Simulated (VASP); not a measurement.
Energy against volume of CdS (zinc blende). These are PBE GGA with D3 dispersion (zero damping), VASP's PBE PAW potentials (set 64) (plane waves; VASP) values and carry that method's errors. Numerical set-up: 520 eV cut-off, 8×8×8 Γ-centred mesh, Gaussian smearing of 0.050 eV, potentials Cd S.

| V (Å³/atom) | E (eV/atom) |
|---|---|
| 23.718 | -3.30198 |
| 24.475 | -3.31675 |
| 25.232 | -3.32137 |
| 25.988 | -3.31749 |

**Question.** Fit these four points and predict the energy of the run at 26.745 Å³/atom.

**Answer.** A cubic in V^(−2/3), the third-order Birch-Murnaghan form, passes through the four points with V0 = 25.24 Å³/atom and B0 = 60 GPa, and gives -3.3065 eV/atom there. The run gave -3.3065 eV/atom, -0.0 meV/atom from the fit; all five points give B0 = 60 GPa.

The compound is CdS in the zinc blende structure, a metastable form; wurtzite is the usual one. It was relaxed first.
